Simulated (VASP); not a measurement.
**GaGe: equation of state with r2SCAN**

The system is GaGe.

```
Ge Ga
1.0
     0.00000    2.85748    2.85748
     2.85748    0.00000    2.85748
     2.85748    2.85748    0.00000
Ge Ga
1 1
Direct
  0.00000 0.00000 0.00000
  0.25000 0.25000 0.25000
```

The cell comes from a database or a generator and needn't be the stable form of this composition.

* Program: VASP 6.6.1
* Task: equation of state
* Functional: r2SCAN
* Potentials or basis: VASP PAW PBE potentials, release 64 (Ge_d, Ga_d)
* Cutoff: 520 eV
* k mesh: 8 × 8 × 8
* Occupations: fermi-dirac, width 0.05 eV
* Spin: no spin polarisation

| Item | Value |
| --- | --- |
| Equilibrium volume | 23.36 Å³/atom |
| Bulk modulus | 56 GPa |
| Pressure derivative of the bulk modulus | 3.4 (rough: it moves with the points fitted) |

Energy against volume, from the lowest point:
| volume (Å³/atom) | energy (meV/atom) |
| --- | --- |
| 22.399 | 7.38 |
| 22.865 | 1.90 |
| 23.332 | 0.00 |
| 23.798 | 1.39 |
| 24.265 | 5.78 |

All runs of the series together: 4.5 min on 1 thread of Intel(R) Xeon(R) 6975P-C (Granite Rapids) (shared host).

Caveat: the fit is doubtful: noisy points or a state that changes with volume; the PAW data sets were made with another functional, which shifts forces and pressure a little.
